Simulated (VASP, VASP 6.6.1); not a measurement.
# Lattice constants of TaAs from LDA, PBE and PBEsol, and their sensitivity to the k mesh

## Background

The reference is a synchrotron powder diffraction measurement at room temperature on powder from transport-grown TaAs crystals ("Comparative $^{181}$Ta-NQR Study of Weyl Monopnictides TaAs and TaP: Relevance of Weyl Fermion Excitations", 2023, arXiv:2307.16009). It gives a = 3.43752 Å, c = 11.6476 Å and a conventional-cell volume of 137.63 Å³. The same study has a cell at 80 K, smaller by about 0.12 % in a, 0.13 % in c and 0.36 % in volume. A single-crystal X-ray measurement at room temperature ("Mesoscopic superconductivity and high spin polarization coexisting at metallic point contacts on Weyl semimetal TaAs", 2017, PubMed Central 5234076) finds both axes about 0.19 % shorter than the powder values. TaAs crystals often carry stacking faults and deviate from ideal stoichiometry, so some spread between samples is no surprise.

| compared with | measured | source's wording or label | T (K) | method |
| --- | --- | --- | --- | --- |
| lattice constant a of the conventional cell (Å) | 3.43752 | – | room temperature | synchrotron powder XRD * |
| lattice constant a of the conventional cell (Å) | 3.43349 | – | 80 | synchrotron powder XRD |
| lattice constant c of the conventional cell (Å) | 11.6476 | 11.64762 A (c) | room temperature | synchrotron powder XRD * |
| lattice constant c of the conventional cell (Å) | 11.633 | 11.63299 A (c) | 80 | synchrotron powder XRD |
| volume of the conventional cell (Å³) | 137.63 | conventional tetragonal cell | room temperature | synchrotron powder XRD * |
| volume of the conventional cell (Å³) | 137.14 | conventional tetragonal cell | 80 | synchrotron powder XRD |
| lattice constant c of the conventional cell (Å) | 11.6252 ± 0.0006 | – | room temperature | single-crystal X-ray diffraction |
| lattice constant a of the conventional cell (Å) | 3.431 | – | room temperature | single-crystal X-ray diffraction |

Where a quantity has several values, deviations refer to the one marked *.

Conditions are those given with the value in the passage it was taken from; "not stated" means there, and the paper may say more elsewhere. The values are a selection: others may have been left out beforehand as unlike or outlying.

## Strategy

I want the cheapest level of theory that gives a and c of TaAs each within 0.5 % and the volume within 1.5 % of the room-temperature powder cell. These limits are wider than the thermal change between 80 K and room temperature and than the difference between the two room-temperature cells, yet narrow enough to expose the roughly one per cent errors in length that simple functionals often make. The volume limit is what two a axes and one c axis, each at its own limit with the same sign, would add up to.

The model is the perfect, nonmagnetic I4₁md crystal with four atoms in the cell. Cell and atoms are relaxed with the symmetry kept, from a computed structure stretched by 3 % in volume. The nuclei are static, so an exact functional should land slightly below the room-temperature cell, by a few tenths of a per cent in length at most.

I start with LDA and move to gradient-corrected functionals as the errors demand. The level that meets the target then gets a check of its mesh and cutoff before I judge it. Spin-orbit coupling is essential for the Weyl nodes, but I expect little effect on the cell.

System: TaAs; I4_1md (No. 109), 4 atoms in the cell; conventional a = 3.444, c = 11.736 A, a computed structure from Materials Project.

On the selection of runs and values: 10 further cited values are not listed: repeats, values quoted from earlier work, more than five for one quantity or six quantities, or quantities that fewer than three runs give.

## 1. LDA as the simplest level

LDA is the simplest functional and a four-atom cell costs little, so I begin there with a 450 eV cutoff and a 6×6×6 mesh. LDA usually binds too strongly; I expect both axes to come out short, by perhaps one per cent, which would miss the target.

**Run 1.** VASP 6.6.1: LDA; 450 eV, 6x6x6 k mesh; cell and atoms relaxed, relaxed twice, LASPH on.

Key lines of the input:
```
ALGO = Normal
EDIFF = 1E-06
EDIFFG = -0.006
ENCUT = 450
GGA = CA
IBRION = 2
ISIF = 3
ISMEAR = 0
LASPH = .TRUE.
NBANDS = 22
NELM = 100
NSW = 50
PREC = Accurate
SIGMA = 0.03
KPOINTS: Gamma, 6 6 6
PAW data sets: Ta_pv As (LDA 64)
```

Command:
```
mpirun -np 8 vasp_std
```

Selected lines of the output:
```
 reached required accuracy - stopping structural energy minimisation
  volume of cell :       67.19
```

Converged; 25 s on 8 cores of Intel Xeon 6975P-C (Granite Rapids), shared host.

| quantity | run 1 | measured | deviation |
| --- | --- | --- | --- |
| lattice constant a of the conventional cell (Å) | 3.407 | 3.43752 | −0.031 (−0.9 %) |
| lattice constant c of the conventional cell (Å) | 11.577 | 11.6476 | −0.070 (−0.6 %) |
| volume of the conventional cell (Å³) | 134.38 | 137.63 | −3.25 (−2.4 %) |
| space group at the end | I4_1md |  |  |
| pressure left at the end (GPa) | 0.0254 |  |  |

LDA misses all three limits. The axes are short by 0.9 % and 0.6 %, and the volume by 2.4 %, which is the overbinding I expected. Cooling doesn't account for it: even against the 80 K cell, a is still about 0.8 % too short.

## 2. Two gradient-corrected functionals

A gradient correction is the next step up and adds little work for a cell this small. I run PBE and PBEsol with the same cutoff and mesh, since they weight the gradient differently. PBE usually overshoots lattice constants, perhaps by about one per cent here, while PBEsol was built for solids and should fall between LDA and PBE. I expect PBEsol to meet the target and PBE to be at its edge or beyond.

**Run 2.** VASP 6.6.1: PBE; 450 eV, 6x6x6 k mesh; cell and atoms relaxed, relaxed twice, LASPH on.

Key lines of the input, as changed from run 1:
```diff
- GGA = CA
+ GGA = PE
- PAW data sets: Ta_pv As (LDA 64)
+ PAW data sets: Ta_pv As (PBE 64)
```

Selected lines of the output:
```
 reached required accuracy - stopping structural energy minimisation
  volume of cell :       70.59
```

Converged; wall time 20 s.

**Run 3.** VASP 6.6.1: PBEsol; 450 eV, 6x6x6 k mesh; cell and atoms relaxed, relaxed twice, LASPH on.

Key lines of the input, as changed from run 2:
```diff
- GGA = PE
+ GGA = PS
```

Selected lines of the output:
```
 reached required accuracy - stopping structural energy minimisation
  volume of cell :       68.40
     0.000000000 -3.428128248  0.000000000     0.000000000 -0.291704373  0.085908727
     1.714064124 -1.714064124 -5.820130498     0.000000000  0.000000000 -0.171817453
```

Converged; wall time 35 s.

| quantity | run 2 | run 3 | measured |
| --- | --- | --- | --- |
| lattice constant a of the conventional cell (Å) | 3.4620 | 3.4281 | 3.43752 |
| lattice constant c of the conventional cell (Å) | 11.779 | 11.640 | 11.6476 |
| volume of the conventional cell (Å³) | 141.18 | 136.80 | 137.63 |
| space group at the end | I4_1md | I4_1md |  |
| pressure left at the end (GPa) | 0.0418 | 0.0211 |  |

PBE overshoots: against the measured cell a is 0.7 % too long, c about 1.1 % and the volume 2.6 %, so it misses all three limits from the other side. PBEsol meets all three, with a short by 0.3 %, c by less than 0.1 % and the volume by 0.6 %. Both functionals fall where I expected them, and PBEsol needs no more than the same kind of short relaxation.

## 3. Mesh and cutoff for PBEsol

PBEsol is now the candidate, and its settings have to be checked before I judge it. I change one at a time: first the mesh to 10×10×10 at 450 eV, since a semimetal has small Fermi pockets that a coarse mesh may sample poorly, then the cutoff to 600 eV on the 6×6×6 mesh. To overturn the result, either change would have to shift a by more than 0.2 % downwards or c by more than 0.4 %; I expect much smaller shifts.

**Run 4.** VASP 6.6.1: PBEsol; 450 eV, 10x10x10 k mesh; cell and atoms relaxed, relaxed twice, LASPH on.

Key lines of the input, as changed from run 3:
```diff
- KPOINTS: Gamma, 6 6 6
+ KPOINTS: Gamma, 10 10 10
```

Selected lines of the output:
```
 reached required accuracy - stopping structural energy minimisation
     0.000000000 -3.431407425  0.000000000     0.000000000 -0.291425609  0.086152998
     1.715703712 -1.715703712 -5.803628557     0.000000000  0.000000000 -0.172305996
```

Converged; wall time 47 s.

**Run 5.** VASP 6.6.1: PBEsol; 600 eV, 6x6x6 k mesh; cell and atoms relaxed, relaxed twice, LASPH on.

Key lines of the input, as changed from run 3:
```diff
- ENCUT = 450
+ ENCUT = 600
```

Selected lines of the output:
```
   8 F= -.37703227E+02 E0= -.37703210E+02  d E =0.506126E-04
   9 F= -.37703335E+02 E0= -.37703317E+02  d E =-.567258E-04
  10 F= -.37703335E+02 E0= -.37703317E+02  d E =-.571908E-04
  11 F= -.37703340E+02 E0= -.37703323E+02  d E =-.512833E-05
[second pass]
   1 F= -.37703004E+02 E0= -.37702987E+02  d E =-.377030E+02
 reached required accuracy - stopping structural energy minimisation
  external PRESSURE =       0.2300845 kB  Pullay stress =       0.0000000 kB
  volume of cell :       68.41
      direct lattice vectors                 reciprocal lattice vectors
     0.000000000 -3.428268249  0.000000000     0.000000000 -0.291692460  0.085903841
    -3.428268249  0.000000000  0.000000000    -0.291692460  0.000000000 -0.085903841
     1.714134125 -1.714134125 -5.820461490     0.000000000  0.000000000 -0.171807683
```

Converged; wall time 40 s.

| quantity | run 4 | run 5 | measured |
| --- | --- | --- | --- |
| lattice constant a of the conventional cell (Å) | 3.4314 | 3.4283 | 3.43752 |
| lattice constant c of the conventional cell (Å) | 11.607 | 11.641 | 11.6476 |
| volume of the conventional cell (Å³) | 136.67 | 136.82 | 137.63 |
| space group at the end | I4_1md | I4_1md |  |
| pressure left at the end (GPa) | −0.0101 | 0.0230 |  |

The cutoff hardly matters: at 600 eV both axes stay within about 0.01 % of their values at 450 eV. The mesh matters more than I expected. Going to 10×10×10 lengthens a by 0.1 % and shortens c by 0.3 %, while the volume changes by only 0.1 %, so it is mainly the axial ratio that responds.

PBEsol still meets the target on the denser mesh, with a short by 0.2 %, c by 0.35 % and the volume by 0.7 %. The almost exact c on the coarser mesh was therefore partly a sampling error. These two meshes don't show how much of the shift in c would remain beyond 10×10×10.

## 4. Spin-orbit coupling as missing physics

Tantalum is heavy, and spin-orbit coupling rearranges the bands near the Fermi level, where the mesh has just proved to matter. On the denser mesh c could shrink by only about another 0.15 % (the 0.5 % limit less the 0.35 % shortfall) before it left the target, so I want to see the size of this effect. I add the coupling to PBEsol at 450 eV and 6×6×6 and compare with the scalar-relativistic run on that same mesh. I expect a shift of about 0.1 % or less.

**Run 6.** VASP 6.6.1: PBEsol with spin-orbit coupling; 450 eV, 6x6x6 k mesh; cell and atoms relaxed, relaxed twice, LASPH on.

Key lines of the input, as changed from run 3:
```diff
+ GGA_COMPAT = .FALSE.
- NBANDS = 22
+ LMAXMIX = 4
+ LNONCOLLINEAR = .TRUE.
+ LSORBIT = .TRUE.
+ MAGMOM = 0 0 0 0 0 0 0 0 0 0 0 0
+ NBANDS = 44
```

Command:
```
mpirun -np 8 vasp_ncl
```

Selected lines of the output:
```
 reached required accuracy - stopping structural energy minimisation
     0.000000000 -3.430900335  0.000000000     0.000000000 -0.291468682  0.085971691
     1.715450168 -1.715450168 -5.815867911     0.000000000  0.000000000 -0.171943382
```

Converged; wall time 3.2 min.

| quantity | run 6 | measured | deviation |
| --- | --- | --- | --- |
| lattice constant a of the conventional cell (Å) | 3.4309 | 3.43752 | −0.0066 (−0.2 %) |
| lattice constant c of the conventional cell (Å) | 11.632 | 11.6476 | −0.016 (−0.1 %) |
| volume of the conventional cell (Å³) | 136.92 | 137.63 | −0.71 (−0.5 %) |
| space group at the end | I4_1md |  |  |
| pressure left at the end (GPa) | 0.0076 |  |  |

With spin-orbit coupling a grows by 0.08 %, c shrinks by 0.07 % and the volume grows by 0.1 %. These shifts are as small as I expected. The input also changes GGA_COMPAT, LMAXMIX and the number of bands. The doubled bands are needed for spinors and LMAXMIX acts on the charge mixing, so these should matter little, though their separate effect is not shown in this report. The shifts are also taken on a mesh that is not converged in c, so their exact size is uncertain.

The shift in c is about half of the roughly 0.15 % that PBEsol has to spare on the 10×10×10 mesh. If it carried over to that mesh, c would still be within its limit, though closer to it; the two settings combined are not shown in this report. The run took 3.2 min against 35 s without the coupling, and the target doesn't call for that extra work. Scalar-relativistic PBEsol has met all three limits at each cutoff and mesh used here, so I end the series with it.

## Results at a glance

| run | settings | lattice constant a of the conventional cell (Å) | lattice constant c of the conventional cell (Å) | volume of the conventional cell (Å³) | cost |
| --- | --- | --- | --- | --- | --- |
| 1 | LDA, 450 eV, 6x6x6 k mesh | 3.407 | 11.577 | 134.38 | 3.3 core-min |
| 2 | PBE, 450 eV, 6x6x6 k mesh | 3.4620 | 11.779 | 141.18 | 2.6 core-min |
| 3 | PBEsol, 450 eV, 6x6x6 k mesh | 3.4281 | 11.640 | 136.80 | 4.7 core-min |
| 4 | PBEsol, 450 eV, 10x10x10 k mesh | 3.4314 | 11.607 | 136.67 | 6.3 core-min |
| 5 | PBEsol, 600 eV, 6x6x6 k mesh | 3.4283 | 11.641 | 136.82 | 5.3 core-min |
| 6 | PBEsol with spin-orbit coupling, 450 eV, 6x6x6 k mesh | 3.4309 | 11.632 | 136.92 | 26 core-min |
|  | measured | 3.43752 | 11.6476 | 137.63 |  |

Further runs on the same system, made beside this series (convergence steps with loose settings among them):

| further | settings | lattice constant a of the conventional cell (Å) | lattice constant c of the conventional cell (Å) | volume of the conventional cell (Å³) | cost |
| --- | --- | --- | --- | --- | --- |
| F1 | r2SCAN + rVV10, 450 eV, 6x6x6 k mesh | 3.4380 | 11.720 | 138.54 | 31 core-min |
| F2 | HSE06, 450 eV, 4x4x4 k mesh | 3.4144 | 11.803 | 137.59 | 2.8 core-h |
| F3 | r2SCAN, 450 eV, 6x6x6 k mesh | 3.4422 | 11.753 | 139.26 | 8.5 core-min |
| F4 | rev-vdW-DF2, 450 eV, 6x6x6 k mesh | 3.4528 | 11.721 | 139.74 | 29 core-min |
| F5 | PBEsol + D3(BJ), 450 eV, 6x6x6 k mesh | 3.3988 | 11.488 | 132.71 | 4.4 core-min |
| F6 | PBE + D3(BJ), 450 eV, 6x6x6 k mesh | 3.4313 | 11.623 | 136.85 | 5 core-min |
| F7 | PBEsol, 220 eV, 6x6x6 k mesh | 3.4241 | 11.616 | 136.18 | 2.3 core-min |
| F8 | PBEsol, 450 eV, 4x4x4 k mesh | 3.4235 | 11.705 | 137.19 | 3.1 core-min |
|  | measured | 3.43752 | 11.6476 | 137.63 |  |

## How well does the simulation do?

PBEsol meets the target. On the 10×10×10 mesh a is 0.2 % short, c 0.35 % and the volume 0.7 %, for 6.3 core-minutes. LDA and PBE miss all three limits, from opposite sides.

The mesh check mattered most. From 4×4×4 through 6×6×6 to 10×10×10, c falls from 11.705 to 11.640 and 11.607 Å while the volume changes little. The near-exact c on the middle mesh was therefore partly a cancellation between the sampling error and the remaining shortfall. Whether c has settled at 10×10×10 remains open, and only about 0.15 % separates it from its limit. Raising the cutoff to 600 eV changed almost nothing, and spin-orbit coupling wasn't needed for this target.

All three remaining deviations are negative, as they should be for static nuclei compared with a room-temperature crystal. Against the 80 K cell they shrink to about 0.1 % in a, 0.2 % in c and 0.3 % in volume. Zero-point motion would probably remove a little more; the rest may lie in the functional, the mesh or the composition of the sample. The single-crystal cell, shorter on both axes, would also leave PBEsol within the target.

PBE + D3(BJ) also passes on the 6×6×6 mesh at similar cost, so PBEsol may not be the only inexpensive choice; its mesh dependence is not shown in this report. Adding D3(BJ) to PBEsol, however, makes the cell far too small. On the 6×6×6 mesh r2SCAN overshoots the limit in c, with or without rVV10; with rVV10 the excess is smaller than the shift that the mesh caused for PBEsol, so that miss is not firm. HSE06 gets the volume almost exactly right only because a short a offsets a long c; its 4×4×4 mesh is too coarse to judge the functional by.

[Logs are printed without paths, hosts, clocks, repeated set-up lines and the standing remarks that a program may print on its own settings, such as how far it seeks lower states.]

[The runs shown are a pick from a larger set of finished runs; failed, doubtful and other runs were left out of it ahead of writing. So were measured values far from every level or from commonly accepted values, and agreement can look better than it is. Lines of input and output are excerpts and may be shortened.]
